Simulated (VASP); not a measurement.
Calculation: r2SCAN meta-GGA, VASP's PBE PAW potentials (set 64) (plane waves; VASP 6.6.1).

VASP ran on this input.

**INCAR**
```
SYSTEM = CdS
PREC = Accurate
ENCUT = 400
EDIFF = 1E-7
NELM = 100
ALGO = Normal
LREAL = .FALSE.
LASPH = .TRUE.
ISMEAR = 0
SIGMA = 0.01
METAGGA = R2SCAN
LMIXTAU = .TRUE.
LMAXMIX = 4
LWAVE = .FALSE.
LCHARG = .FALSE.
LOPTICS = .TRUE.
LPEAD = .TRUE.
NBANDS = 39
NEDOS = 1001
CSHIFT = 0.1
```

KPOINTS:
```
Regular mesh
0
Gamma
14 14 14
```

POSCAR:
```
CdS
2.9367530
  0.0000000000   1.0000000471   1.0000000471
  1.0000000471   0.0000000000   1.0000000471
  1.0000000471   1.0000000471   0.0000000000
Cd S
1 1
Direct
  0.0000000000   0.0000000000   0.0000000000
  0.2500000000   0.2500000000   0.2500000000
```

POTCAR, in this order: Cd S (PBE.64 set). Program: vasp_std.

What VASP printed:

OSZICAR:
```
       N       E                     dE             d eps       ncg     rms          rms(c)
DAV:   1     0.100936691652E+03    0.10094E+03   -0.63973E+03  8528   0.345E+02
DAV:   2    -0.282297242212E+02   -0.12917E+03   -0.11145E+03  9567   0.128E+02
DAV:   3    -0.348513660118E+02   -0.66216E+01   -0.65567E+01  9984   0.319E+01
DAV:   4    -0.348792464457E+02   -0.27880E-01   -0.27876E-01  9394   0.217E+00
DAV:   5    -0.348793541730E+02   -0.10773E-03   -0.10773E-03  9713   0.120E-01    0.779E+00
DAV:   6    -0.295956738504E+02    0.52837E+01   -0.15346E+00  8862   0.112E+01    0.923E+00
DAV:   7    -0.296079005303E+02   -0.12227E-01   -0.34117E-01  8189   0.277E+00    0.539E+00
DAV:   8    -0.295191557142E+02    0.88745E-01   -0.17434E-01  8140   0.187E+00    0.116E+00
DAV:   9    -0.295828051553E+02   -0.63649E-01   -0.15007E-01  8119   0.145E+00    0.772E-01
DAV:  10    -0.296768291647E+02   -0.94024E-01   -0.20937E-02  8112   0.576E-01    0.269E-01
DAV:  11    -0.296790571630E+02   -0.22280E-02   -0.65443E-03  9375   0.394E-01    0.250E-01
DAV:  12    -0.296830852576E+02   -0.40281E-02   -0.21456E-03  9001   0.217E-01    0.705E-02
DAV:  13    -0.296835509899E+02   -0.46573E-03   -0.10949E-03  8805   0.150E-01    0.467E-02
DAV:  14    -0.296839417427E+02   -0.39075E-03   -0.53024E-05  9374   0.329E-02    0.829E-03
DAV:  15    -0.296840351053E+02   -0.93363E-04   -0.29610E-05  9144   0.233E-02    0.471E-03
DAV:  16    -0.296840375576E+02   -0.24523E-05   -0.46503E-06  9404   0.105E-02    0.218E-03
DAV:  17    -0.296840400015E+02   -0.24439E-05   -0.98191E-07  9149   0.499E-03    0.893E-04
DAV:  18    -0.296840400945E+02   -0.93000E-07   -0.15476E-07  9411   0.198E-03
   1 F= -.29684040E+02 E0= -.29684040E+02  d E =-.854115E-34
 imaginary and real dielectric function
```

File OUTCAR:
```
------------------------ aborting loop because EDIFF is reached ----------------------------------------
  FORCE on cell =-STRESS in cart. coord.  units (eV):
  Direction    XX          YY          ZZ          XY          YZ          ZX
  --------------------------------------------------------------------------------------
  Total        0.0121613      0.0121613      0.0121613     -0.0000000     -0.0000000      0.0000000
  in kB        0.3846449      0.3846449      0.3846449     -0.0000000     -0.0000000      0.0000000
  external PRESSURE =       0.3846449 kB  Pullay stress =       0.0000000 kB
  volume of cell :       50.66
      direct lattice vectors                 reciprocal lattice vectors
     0.000000000  2.936753138  2.936753138    -0.170256054  0.170256054  0.170256054
     2.936753138  0.000000000  2.936753138     0.170256054 -0.170256054  0.170256054
     2.936753138  2.936753138  0.000000000     0.170256054  0.170256054 -0.170256054
  FREE ENERGIE OF THE ION-ELECTRON SYSTEM (eV)
  ---------------------------------------------------
  free  energy   TOTEN  =       -29.6840400945 eV

  energy  without entropy=      -29.6840400945  energy(sigma->0) =      -29.68404009

 plasma frequency squared (from intraband transitions) (eV^2)
  --------------------------------------------------------------------------------------
       0.000       0.000       0.000
       0.000       0.000       0.000
       0.000       0.000       0.000

 plasma frequency squared (from interband transitions, int dw w eps(2)(w)) (eV^2)
  --------------------------------------------------------------------------------------
     344.811       0.000       0.000      -0.000      -0.000      -0.000
       0.000       0.000     344.811       0.000       0.000      -0.000
      -0.000       0.000       0.000       0.000     344.811       0.000
```
(Selected blocks of OUTCAR.)

The compound is CdS in the zinc blende structure, a metastable form; wurtzite is the usual one. It was relaxed first.
